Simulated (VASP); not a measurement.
VASP input:

**POSCAR**
```
InAs
1
    0.0000000000     3.0538063991     3.0538063991
    3.0538063991     0.0000000000     3.0538063991
    3.0538063991     3.0538063991     0.0000000000
In As
1 1
Direct
  0.0000000000   0.0000000000   0.0000000000
  0.2581865046   0.2581865046   0.2418134954
```

INCAR:
```
PREC=Accurate
METAGGA=R2SCAN
SIGMA=0.05   ! width (eV)
LWAVE=F
LCHARG=F
LMAXMIX=4   ! l cut-off of mixed one-centre charges
LMIXTAU=T
LREAL=F
EDIFF=1E-7   ! SCF stop (eV)
ALGO=Normal
ENCUT=480
LASPH=T   ! aspherical one-centre terms
ISMEAR=0
SYSTEM=InAs
ISIF=2   ! forces and stress, cell fixed
NELM=100   ! most electronic steps
```

File KPOINTS:
```
Regular mesh
0
gamma
8 8 8
0 0 0
```

POTCAR, in this order: In_d As (PBE.64 set). Program: vasp_std.

Question: Write an equivalent input for Ansatz.

Answer: One equivalent input (not run):
Ansatz 0.2 input:
```yaml
crystal:
  lattice:
    - [0.0000000, 3.0538064, 3.0538064]
    - [3.0538064, 0.0000000, 3.0538064]
    - [3.0538064, 3.0538064, 0.0000000]
  atoms:
    - { symbol: In, position: [0.0000000, 0.0000000, 0.0000000] }
    - { symbol: As, position: [0.2581865, 0.2581865, 0.2418135] }
kpoints:
  mp_grid: { grid: [8, 8, 8] }
hamiltonian:
  xc: r2scan
  pseudopotentials: { kind: paw }
scf:
  occupations: { method: gaussian, width: 0.05 }
  max_iter: 100
output: { forces: true, stress: true, eigenvalues: true }
```
What does not carry over: each code has its own PAW files, so the cut-off isn't converted (ENCUT is set for VASP's; basis.ecutwfc is left out, and Ansatz then takes the one that its files recommend); Ansatz stops its SCF on the density residual and VASP on the energy change (EDIFF).

The compound is InAs in the zinc blende structure. This cell was strained or had an atom moved on purpose.
